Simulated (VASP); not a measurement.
Given:

```xyz
2
Lattice="0.0000 2.1885 2.1885 2.1885 0.0000 2.1885 2.1885 2.1885 0.0000" Properties=species:S:1:pos:R:3 pbc="T T T"
Si     0.0000     0.0000     0.0000
C      1.0942     1.0942     1.0942
```

Calculation: r2SCAN meta-GGA, VASP's PBE PAW potentials (set 64) (plane waves; VASP). Settings: 600 eV cut-off, 10×10×10 Γ-centred mesh, Gaussian smearing of 0.050 eV, potentials Si C.

Give the stress tensor in GPa (positive for a compressed cell).

```
-3.47   0.00   0.00
 0.00  -3.47   0.00
 0.00   0.00  -3.47
```
The pressure is its mean diagonal, -3.47 GPa.

The compound is SiC in the zinc blende structure. This cell was strained or had an atom moved on purpose.
